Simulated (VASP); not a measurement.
Input:

```
Ni3Te4
1.0
    6.19980    -1.96573    -0.04693
    6.19980     1.96573    -0.04693
   -3.52830     0.00000     5.64990
Ni Te
3 4
Cartesian
  0.00000   0.00000   0.00000
  2.27777   0.00000   1.33663
  6.59352   0.00000   4.21942
 -1.23032   0.00000   4.39129
 10.10161   0.00000   1.16476
  6.76198   0.00000   1.60425
  2.10931   0.00000   3.95180
```

Calculation: PBEsol GGA, VASP's PBE PAW potentials (set 64) (plane waves; VASP). Numerical set-up: 400 eV cut-off, 9×9×6 Γ-centred mesh, tetrahedra with Blöchl corrections, potentials Ni Te.

The cores are frozen, which limits the accuracy of field gradients.

Give the principal components of the electric field gradient (V/Å²) and the asymmetry η at each nucleus.

```csv
atom,Vxx,Vyy,Vzz,η
Ni1,-22.5,-0.3,22.9,0.97
Ni2,6.3,1.8,-8.1,0.56
Ni3,6.3,1.8,-8.1,0.56
Te4,129.6,8.1,-137.7,0.88
Te5,129.6,8.1,-137.7,0.88
Te6,63.3,24.8,-88.1,0.44
Te7,63.3,24.8,-88.1,0.44
```

The structure comes from a computed database's Ni3Te4 entry (C2/m); how it stands against other phases isn't given here. It was relaxed first. The run is not spin-polarised, so no magnetic state was tried.
